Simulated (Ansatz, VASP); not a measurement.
# MoS2: VASP beside Ansatz, part 2 of 3

One calculation is typed for both programs; each brings its own data sets. How far apart do they land? The cell is taken from a series of runs on this material, whose earlier steps may have relaxed, scaled, displaced or heated it; both programs get it as it stands.

VASP 6.6.1 and Ansatz 0.2.0.

So far: The starting structure; Ansatz: zone-centre phonons, PBEsol, pair 1.

## 3. VASP: zone-centre phonons, PBEsol, pair 1

Level of this step: PBEsol, no spin polarisation; plane waves and PAW (Mo_sv, S) (VASP).

The same cell, functional, mesh and smearing now go to VASP, with its own data sets.

Lines of VASP's logs that name or quote its potential files are left out, and so is its time.

Input file INCAR:

```
SYSTEM = MoS2
PREC = Accurate
ENCUT = 500
EDIFF = 1E-08
NELM = 120
ISMEAR = 1
SIGMA = 0.2
LREAL = .FALSE.
ALGO = Normal
GGA = PS
NBANDS = 19
LASPH = .TRUE.
LORBIT = 11
LWAVE = .FALSE.
LCHARG = .FALSE.
ISIF = 2
IBRION = 8
GGA_COMPAT = .FALSE.
NELMDL = -8
KPAR = 2
```

Input file POSCAR:

```
MoS2
1.0
    3.0186784053      0.0000000000      0.0000000000
   -1.5093392026      2.6951053451      0.0000000000
    0.0000000000      0.0000000000     29.5040000000
Mo S
1 2
Direct
    0.0000000000      0.0000000000      0.3389370933
    0.3298135100      0.6596270201      0.3941612559
    0.6701864900      0.3403729799      0.2837129307
```

Input file KPOINTS:

```
Automatic mesh
0
Gamma
15 15 1
0 0 0
```

PAW data sets: Mo_sv and S (PBE family, release 64).

Command:

```sh
$ mpirun -np 2 vasp_std
```

Numbers of over 12 decimals in the logs are rounded to 6 here.

Log:

```text
[banner, memory and clock lines left out]
running    2 mpi-ranks, on    1 nodes
 distrk:  each k-point on    1 cores,    2 groups
 distr:  one band on    1 cores,    1 groups

 POSCAR found type information on POSCAR MoS
 POSCAR found :  2 types and       3 ions
|                                                                             |
|               ----> ADVICE to this user running VASP <----                  |
|                                                                             |
|     You enforced a specific xc type in the INCAR file but a different       |
|     [... a line on the potential file left out ...]
|     I HOPE YOU KNOW WHAT YOU ARE DOING!                                     |
|                                                                             |

 LDA part: xc-table for (Slater+PW92), standard interpolation
 POSCAR, INCAR and KPOINTS ok, starting setup
 FFT: planning ... GRIDC
 FFT: planning ... GRID_SOFT
 FFT: planning ... GRID
 WAVECAR not read
 entering main loop
       N       E                     dE             d eps       ncg     rms          rms(c)
DAV:   1     0.148542620222E+03    0.14854E+03   -0.12788E+04  3448   0.100E+03
DAV:   2    -0.115588265804E+02   -0.16010E+03   -0.15680E+03  3425   0.218E+02
DAV:   3    -0.238045261231E+02   -0.12246E+02   -0.12145E+02  3255   0.559E+01
DAV:   4    -0.239732666995E+02   -0.16874E+00   -0.16802E+00  3363   0.724E+00
DAV:   5    -0.239765175342E+02   -0.32508E-02   -0.32503E-02  3321   0.967E-01
DAV:   6    -0.239766299314E+02   -0.11240E-03   -0.11239E-03  3351   0.162E-01
DAV:   7    -0.239766351671E+02   -0.52358E-05   -0.52355E-05  3338   0.307E-02
DAV:   8    -0.239766354315E+02   -0.26439E-06   -0.26426E-06  3385   0.644E-03    0.257E+01
DAV:   9    -0.231172740526E+02    0.85936E+00   -0.13829E+01  2588   0.209E+01    0.962E+00
DAV:  10    -0.230851830603E+02    0.32091E-01   -0.11907E+01  2582   0.177E+01    0.741E+00
DAV:  11    -0.225406427862E+02    0.54454E+00   -0.31339E+00  2565   0.924E+00    0.179E+00
DAV:  12    -0.225470320475E+02   -0.63893E-02   -0.90969E-02  2892   0.182E+00    0.102E+00
DAV:  13    -0.225390156197E+02    0.80164E-02   -0.39444E-02  2744   0.114E+00    0.201E-01
DAV:  14    -0.225387173370E+02    0.29828E-03   -0.14976E-03  3074   0.237E-01    0.735E-02
[...]
DAV:  24    -0.225391895933E+02   -0.61865E-05   -0.14454E-07  2697   0.977E-04    0.513E-04
DAV:  25    -0.225391920490E+02   -0.24557E-05   -0.37824E-08  2793   0.543E-04    0.262E-04
DAV:  26    -0.225391934227E+02   -0.13737E-05   -0.27245E-08  2608   0.497E-04    0.162E-04
DAV:  27    -0.225391937311E+02   -0.30836E-06   -0.10014E-09  2245   0.158E-04    0.877E-05
DAV:  28    -0.225391938387E+02   -0.10763E-06   -0.21942E-10  1974   0.966E-05    0.395E-05
DAV:  29    -0.225391938702E+02   -0.31542E-07    0.37261E-10  1949   0.730E-05    0.242E-05
DAV:  30    -0.225391938810E+02   -0.10727E-07    0.53522E-10  1767   0.313E-05    0.137E-05
DAV:  31    -0.225391938813E+02   -0.35016E-09    0.59439E-10  1618   0.118E-05
   1 F= -.22539194E+02 E0= -.22539604E+02  d E =0.123101E-02
 Linear response reoptimize wavefunctions to high precision
DAV:   1    -0.225391938828E+02   -0.14647E-08    0.59974E-10  1729   0.932E-06
DAV:   2    -0.225391938827E+02    0.78217E-10    0.60094E-10  1615   0.276E-06
 Linear response DOF=           6
 Linear response progress:
  Degree of freedom:   1/  6
       N       E                     dE             d eps       ncg     rms          rms(c)
RMM:   1    -0.759755063328E+00   -0.75976E+00    0.36674E+00  2648   0.206E+01
RMM:   2    -0.558258182931E+00    0.20150E+00   -0.27560E-01  3683   0.364E+00    0.139E-01
RMM:   3    -0.557619798184E+00    0.63838E-03   -0.64616E-03  4809   0.516E-01    0.700E-02
RMM:   4    -0.556585747929E+00    0.10341E-02   -0.76908E-04  5352   0.169E-01    0.274E-02
RMM:   5    -0.556355497420E+00    0.23025E-03   -0.10139E-04  5583   0.535E-02    0.660E-03
RMM:   6    -0.556390923283E+00   -0.35426E-04   -0.16906E-05  5158   0.178E-02    0.340E-03
[...]
RMM:  12    -0.556430912726E+00    0.82614E-07   -0.22251E-07  5772   0.287E-04    0.147E-05
RMM:  13    -0.556431146804E+00   -0.23408E-06    0.11406E-07  5401   0.182E-04    0.108E-05
RMM:  14    -0.556431575174E+00   -0.42837E-06    0.42467E-09  5109   0.138E-04    0.324E-06
RMM:  15    -0.556431531387E+00    0.43787E-07   -0.37281E-09  5527   0.871E-05    0.187E-06
RMM:  16    -0.556431600014E+00   -0.68627E-07   -0.17740E-08  5542   0.667E-05    0.113E-06
RMM:  17    -0.556431588896E+00    0.11118E-07   -0.13664E-08  4946   0.525E-05    0.556E-07
RMM:  18    -0.556431601638E+00   -0.12742E-07    0.53149E-09  4514   0.458E-05    0.367E-07
RMM:  19    -0.556431610929E+00   -0.92903E-08   -0.82820E-09  4235   0.418E-05    0.251E-07
 first order change of Fermi-energy   0.11963E-02
 force on displaced ion       1 direction 1 : -10.041   0.000   0.000
 Linear response progress:
  Degree of freedom:   2/  6
       N       E                     dE             d eps       ncg     rms          rms(c)
RMM:   1    -0.768623272068E+00   -0.76862E+00    0.35647E+00  2602   0.206E+01
RMM:   2    -0.564472951159E+00    0.20415E+00   -0.27867E-01  3683   0.371E+00    0.135E-01
RMM:   3    -0.563924597886E+00    0.54835E-03   -0.63488E-03  4924   0.518E-01    0.698E-02
[...]
RMM:   8    -0.772771697578E+00   -0.14466E-04   -0.37852E-06  5111   0.448E-03    0.997E-04
RMM:   9    -0.772781087108E+00   -0.93895E-05   -0.95479E-07  5021   0.263E-03    0.479E-04
RMM:  10    -0.772777746879E+00    0.33402E-05   -0.19373E-06  5008   0.140E-03    0.257E-04
RMM:  11    -0.772779193733E+00   -0.14469E-05   -0.35991E-07  4874   0.794E-04    0.140E-04
RMM:  12    -0.772780091491E+00   -0.89776E-06   -0.58710E-08  4920   0.604E-04    0.816E-05
RMM:  13    -0.772779142174E+00    0.94932E-06   -0.32284E-07  4676   0.402E-04    0.369E-05
RMM:  14    -0.772779442607E+00   -0.30043E-06   -0.32062E-07  4736   0.317E-04    0.239E-05
RMM:  15    -0.772779751035E+00   -0.30843E-06   -0.20685E-07  5112   0.200E-04    0.232E-05
RMM:  16    -0.772779747116E+00    0.39198E-08   -0.78369E-08  5502   0.120E-04    0.132E-05
 first order change of Fermi-energy   0.80476E-03
 force on displaced ion       1 direction 3 :   0.000   0.499 -22.807
 Linear response progress:
  Degree of freedom:   4/  6
       N       E                     dE             d eps       ncg     rms          rms(c)
RMM:   1    -0.100373309226E+00   -0.10037E+00   -0.12057E-01 10558   0.173E+00
RMM:   2    -0.879497493465E-01    0.12424E-01   -0.11396E-02  7160   0.541E-01    0.111E-01
RMM:   3    -0.883438166147E-01   -0.39407E-03   -0.56276E-04  7185   0.120E-01    0.625E-02
RMM:   4    -0.886252075365E-01   -0.28139E-03   -0.86126E-05  7360   0.491E-02    0.119E-02
RMM:   5    -0.886064650560E-01    0.18742E-04   -0.44098E-06  7797   0.112E-02    0.548E-03
RMM:   6    -0.885852264527E-01    0.21239E-04   -0.53927E-07  7579   0.414E-03    0.200E-03
RMM:   7    -0.885889135399E-01   -0.36871E-05   -0.17876E-07  7226   0.152E-03    0.124E-03
RMM:   8    -0.885956630783E-01   -0.67495E-05   -0.21733E-08  7082   0.104E-03    0.359E-04
RMM:   9    -0.885954319204E-01    0.23116E-06   -0.16903E-07  8251   0.283E-04    0.135E-04
RMM:  10    -0.885947862965E-01    0.64562E-06   -0.50159E-08  7522   0.102E-04    0.285E-05
RMM:  11    -0.885948427766E-01   -0.56480E-07   -0.90201E-08  8277   0.530E-05    0.737E-06
RMM:  12    -0.885948887888E-01   -0.46012E-07   -0.42621E-08  8149   0.335E-05    0.351E-06
RMM:  13    -0.885949111435E-01   -0.22355E-07   -0.37822E-08  7712   0.292E-05    0.133E-06
RMM:  14    -0.885949075870E-01    0.35566E-08   -0.19836E-08  7024   0.265E-05    0.405E-07
 first order change of Fermi-energy  -0.65433E-03
 force on displaced ion       2 direction 1 :  -6.739   0.008   0.002
 Linear response progress:
  Degree of freedom:   5/  6
       N       E                     dE             d eps       ncg     rms          rms(c)
RMM:   1    -0.102676860492E+00   -0.10268E+00   -0.12568E-01  5967   0.174E+00
RMM:   2    -0.894657275877E-01    0.13211E-01   -0.11704E-02  4047   0.550E-01    0.115E-01
RMM:   3    -0.898638640971E-01   -0.39814E-03   -0.54063E-04  4063   0.124E-01    0.648E-02
RMM:   4    -0.901488824998E-01   -0.28502E-03   -0.87336E-05  4193   0.526E-02    0.150E-02
RMM:   5    -0.901393927002E-01    0.94898E-05   -0.11752E-05  4071   0.180E-02    0.106E-02
RMM:   6    -0.901171943106E-01    0.22198E-04   -0.13689E-06  3980   0.953E-03    0.328E-03
RMM:   7    -0.901110410966E-01    0.61532E-05   -0.33408E-07  4516   0.324E-03    0.154E-03
RMM:   8    -0.901186136904E-01   -0.75726E-05   -0.63143E-08  4078   0.121E-03    0.485E-04
RMM:   9    -0.901203143373E-01   -0.17006E-05   -0.34441E-08  4501   0.483E-04    0.104E-04
RMM:  10    -0.901199130144E-01    0.40132E-06   -0.40963E-08  4357   0.138E-04    0.541E-05
RMM:  11    -0.901194652434E-01    0.44777E-06   -0.49913E-08  4254   0.983E-05    0.154E-05
RMM:  12    -0.901195546338E-01   -0.89390E-07   -0.66049E-08  4517   0.499E-05    0.548E-06
RMM:  13    -0.901195700083E-01   -0.15375E-07   -0.30672E-08  4492   0.357E-05    0.177E-06
RMM:  14    -0.901195718482E-01   -0.18399E-08   -0.47619E-08  4076   0.303E-05    0.152E-06
 first order change of Fermi-energy   0.30985E-01
 force on displaced ion       2 direction 2 :  -0.000  -6.330   0.245
 Linear response progress:
  Degree of freedom:   6/  6
       N       E                     dE             d eps       ncg     rms          rms(c)
RMM:   1    -0.180398721553E+00   -0.18040E+00   -0.12986E-01  6140   0.190E+00
RMM:   2    -0.161929395430E+00    0.18469E-01   -0.14854E-02  4049   0.628E-01    0.380E-01
RMM:   3    -0.162092203829E+00   -0.16281E-03   -0.10017E-03  3907   0.184E-01    0.273E-01
RMM:   4    -0.162457167540E+00   -0.36496E-03   -0.75414E-04  3789   0.157E-01    0.880E-02
RMM:   5    -0.162244919668E+00    0.21225E-03   -0.36721E-04  3768   0.113E-01    0.376E-02
RMM:   6    -0.162252357015E+00   -0.74373E-05   -0.20092E-05  4044   0.270E-02    0.842E-03
RMM:   7    -0.162249017913E+00    0.33391E-05   -0.21807E-06  4362   0.765E-03    0.443E-03
RMM:   8    -0.162249858219E+00   -0.84031E-06   -0.90315E-07  4294   0.170E-03    0.207E-03
RMM:   9    -0.162252766200E+00   -0.29080E-05   -0.74420E-07  4260   0.884E-04    0.790E-04
RMM:  10    -0.162254094771E+00   -0.13286E-05   -0.71771E-07  4384   0.399E-04    0.238E-04
RMM:  11    -0.162254468162E+00   -0.37339E-06   -0.67111E-07  4126   0.254E-04    0.639E-05
RMM:  12    -0.162254933315E+00   -0.46515E-06   -0.82099E-07  4213   0.117E-04    0.446E-05
RMM:  13    -0.162256070358E+00   -0.11370E-05   -0.80302E-07  4493   0.176E-04    0.536E-05
RMM:  14    -0.162256153232E+00   -0.82874E-07   -0.75906E-07  4327   0.772E-05    0.245E-05
RMM:  15    -0.162256354696E+00   -0.20146E-06   -0.89025E-07  4644   0.960E-05    0.110E-05
RMM:  16    -0.162256391541E+00   -0.36845E-07   -0.87308E-07  4489   0.585E-05    0.114E-05
RMM:  17    -0.162256380155E+00    0.11386E-07   -0.83514E-07  4530   0.531E-05    0.356E-06
RMM:  18    -0.162256368120E+00    0.12035E-07   -0.86376E-07  4619   0.533E-05    0.311E-06
RMM:  19    -0.162256369677E+00   -0.15572E-08   -0.85985E-07  4184   0.445E-05    0.141E-06
RMM:  20    -0.162256372154E+00   -0.24766E-08   -0.84384E-07  4144   0.432E-05    0.546E-07
RMM:  21    -0.162256372278E+00   -0.12434E-09   -0.86238E-07  3983   0.415E-05    0.631E-07
RMM:  22    -0.162256372338E+00   -0.59748E-10   -0.83253E-07  3919   0.400E-05    0.275E-07
RMM:  23    -0.162256373128E+00   -0.78999E-09   -0.83099E-07  3398   0.388E-05    0.125E-07
RMM:  24    -0.162256372765E+00    0.36328E-09   -0.82511E-07  3552   0.388E-05    0.836E-08
 first order change of Fermi-energy  -0.73699E+00
 force on displaced ion       2 direction 3 :   0.000   0.249 -14.168
 Linear response finished
```

Parts of OUTCAR (step 3):

```text
ion  position               nearest neighbor table
   1  0.000  0.000  0.339-   3 2.40   2 2.40   3 2.40   2 2.40   3 2.41   2 2.41
   2  0.330  0.660  0.394-   1 2.40   1 2.40   1 2.41
   3  0.670  0.340  0.284-   1 2.40   1 2.40   1 2.41

  LATTYP: Found a base centered orthorhombic cell.
 ALAT       =     3.0186784053
 B/A-ratio  =     1.7856193892
 C/A-ratio  =     9.7738135829

 Subroutine GETGRP returns: Found  4 space group operations
 (whereof  2 operations were pure point group operations)

The static configuration has the point symmetry C_1h.
 The point group associated with its full space group is C_2h.

 Found     64 irreducible k-points:

   k-points           NKPTS =     64   k-points in BZ     NKDIM =     64   number of bands    NBANDS=     19

   dimension x,y,z NGX =    24 NGY =   24 NGZ =  216
   dimension x,y,z NGXF=    48 NGYF=   48 NGZF=  432

   ENCUT  =  500.0 eV  36.75 Ry    6.06 a.u.   5.50  5.63 53.79*2*pi/ulx,y,z

   NELECT =      26.0000    total number of electrons

 k-points in reciprocal lattice and weights: Automatic mesh
   0.00000000  0.00000000  0.00000000       0.004
   0.06666667 -0.00000000  0.00000000       0.018
   0.13333333  0.00000000  0.00000000       0.018
   0.20000000 -0.00000000  0.00000000       0.018
   0.26666667  0.00000000  0.00000000       0.018
   0.33333333  0.00000000  0.00000000       0.018
   0.40000000  0.00000000  0.00000000       0.018
   0.46666667 -0.00000000  0.00000000       0.018
   0.00000000  0.06666667  0.00000000       0.009
[...]
0.00000000  0.46666667  0.00000000       0.009
   0.06666667  0.46666667  0.00000000       0.009

 average (electrostatic) potential at core
       1 -84.3619       2 -94.4203       3 -94.4203

  Total        2.0470623     -0.0850554     -0.0155193     -0.0000000      0.0007577      0.0000000
  in kB       13.6636946     -0.5677260     -0.1035882     -0.0000000      0.0050576      0.0000000
  external PRESSURE =       4.3307935 kB  Pullay stress =       0.0000000 kB

  energy-cutoff  :      500.00
  volume of cell :      240.03
      direct lattice vectors                 reciprocal lattice vectors
     3.018678405  0.000000000  0.000000000     0.331270797  0.185521505  0.000000000
    -1.509339203  2.695105345  0.000000000     0.000000000  0.371043010  0.000000000
     0.000000000  0.000000000 29.504000000     0.000000000  0.000000000  0.033893709

 POSITION                                       TOTAL-FORCE (eV/Angst)
 -----------------------------------------------------------------------------------
      0.00000      0.00000     10.00000         0.000000     -0.000000      0.000000
     -0.00000      1.77776     11.62933         0.000000      0.000235      0.002503
      1.50934      0.91734      8.37067        -0.000000     -0.000235     -0.002503
 -----------------------------------------------------------------------------------
    total drift:                               -0.000000     -0.000000      0.000004

 Eigenvectors and eigenvalues of the dynamical matrix
 ----------------------------------------------------

   1 f  =   12.045922 THz    75.686758 2PiTHz  401.808696 cm-1    49.817907 meV
             X         Y         Z           dx          dy          dz
      0.000000  0.000000 10.000000     0.000000    0.022463   -0.632612
     -0.000000  1.777764 11.629334    -0.000000   -0.019501    0.547054
      1.509339  0.917341  8.370666    -0.000000   -0.019501    0.547054

   2 f  =   11.363837 THz    71.401091 2PiTHz  379.056786 cm-1    46.997031 meV
             X         Y         Z           dx          dy          dz
      0.000000  0.000000 10.000000     0.000000    0.000000   -0.000000
     -0.000000  1.777764 11.629334    -0.000000   -0.019888    0.706827
      1.509339  0.917341  8.370666     0.000000    0.019888   -0.706827

   3 f  =    8.020874 THz    50.396639 2PiTHz  267.547563 cm-1    33.171655 meV
             X         Y         Z           dx          dy          dz
      0.000000  0.000000 10.000000     0.000000    0.000000    0.000000
     -0.000000  1.777764 11.629334     0.707107    0.000000    0.000000
      1.509339  0.917341  8.370666    -0.707107   -0.000000   -0.000000

   4 f  =    7.998365 THz    50.255207 2PiTHz  266.796727 cm-1    33.078563 meV
             X         Y         Z           dx          dy          dz
      0.000000  0.000000 10.000000    -0.632334   -0.000000   -0.000000
     -0.000000  1.777764 11.629334     0.547793    0.000000    0.000000
      1.509339  0.917341  8.370666     0.547793    0.000000    0.000000

   5 f  =    7.945323 THz    49.921936 2PiTHz  265.027444 cm-1    32.859200 meV
             X         Y         Z           dx          dy          dz
      0.000000  0.000000 10.000000     0.000000   -0.000000    0.000000
     -0.000000  1.777764 11.629334    -0.000000    0.706827    0.019888
      1.509339  0.917341  8.370666     0.000000   -0.706827   -0.019888

   6 f  =    7.448374 THz    46.799516 2PiTHz  248.451022 cm-1    30.803987 meV
             X         Y         Z           dx          dy          dz
      0.000000  0.000000 10.000000     0.000000   -0.632617   -0.022530
     -0.000000  1.777764 11.629334    -0.000000    0.547052    0.019462
      1.509339  0.917341  8.370666    -0.000000    0.547052    0.019462

   7 f/i=    0.000212 THz     0.001334 2PiTHz    0.007081 cm-1     0.000878 meV
             X         Y         Z           dx          dy          dz
      0.000000  0.000000 10.000000    -0.000000    0.484635   -0.603708
     -0.000000  1.777764 11.629334    -0.000000    0.280204   -0.349025
      1.509339  0.917341  8.370666    -0.000000    0.280204   -0.349025

   8 f/i=    0.001183 THz     0.007436 2PiTHz    0.039476 cm-1     0.004894 meV
             X         Y         Z           dx          dy          dz
      0.000000  0.000000 10.000000     0.000000   -0.603673   -0.484593
     -0.000000  1.777764 11.629334     0.000000   -0.349056   -0.280240
      1.509339  0.917341  8.370666     0.000000   -0.349056   -0.280240

   9 f/i=    0.006518 THz     0.040954 2PiTHz    0.217416 cm-1     0.026956 meV
             X         Y         Z           dx          dy          dz
      0.000000  0.000000 10.000000     0.774696    0.000000    0.000000
     -0.000000  1.777764 11.629334     0.447128    0.000000    0.000000
      1.509339  0.917341  8.370666     0.447128    0.000000    0.000000

 ELASTIC MODULI CONTR FROM IONIC RELAXATION (kBar)
 Direction    XX          YY          ZZ          XY          YZ          ZX
 --------------------------------------------------------------------------------
 XX        -146.2552    -72.6146   -249.8291     -0.0000    116.0335      0.0000
 YY         -72.6146   -166.4324   -274.6181     -0.0000   -106.5731     -0.0000
 ZZ        -249.8291   -274.6181   -600.6608     -0.0000      8.5853      0.0000
 XY          -0.0000     -0.0000     -0.0000    -44.2285     -0.0000    107.3633
 YZ         116.0335   -106.5731      8.5853     -0.0000   -298.8065     -0.0000
 ZX           0.0000     -0.0000      0.0000    107.3633     -0.0000   -260.6209
 --------------------------------------------------------------------------------
```

This run has no spin polarisation, so a moment on Mo, if there is one, isn't seen.

## 4. Side by side

Known differences besides the potentials themselves: Ansatz cuts the interaction across the vacuum, VASP repeats the sheet without a dipole correction; the cutoff is 420 eV in Ansatz and 500 eV in VASP; Ansatz makes its cores anew for this functional, VASP keeps those of its PBE data sets. Total energies have different zeros and are not compared.

Both answers:

| quantity | Ansatz | VASP | difference |
| --- | --- | --- | --- |
| optical mode 1 (cm⁻¹) | 248.7 | 248.5 | +0.09 % |
| optical mode 2 (cm⁻¹) | 265.0 | 265.0 | -0.01 % |
| optical mode 3 (cm⁻¹) | 267.2 | 266.8 | +0.14 % |
| optical mode 4 (cm⁻¹) | 267.6 | 267.5 | +0.03 % |
| optical mode 5 (cm⁻¹) | 379.4 | 379.1 | +0.09 % |
| optical mode 6 (cm⁻¹) | 401.6 | 401.8 | -0.05 % |

Modes are paired by rising frequency, not by their patterns, so a pair may set unlike modes beside each other; they are those without the splitting of longitudinal modes. Where the cell holds vacuum, a pressure given here is an average over it and none of the material.

[end of part 2 of 3]

[Lines on the potential files, build, host, timing and source positions are cut from VASP's logs without a mark.]

[Logs are printed without paths, hosts, clocks, repeated set-up lines and the standing remarks that a program may print on its own settings, such as how far it seeks lower states.]

[Hosts, paths, dates, database ids (printed as entryN), source tags and the programs' standing remarks are cut or masked in the printed files.]
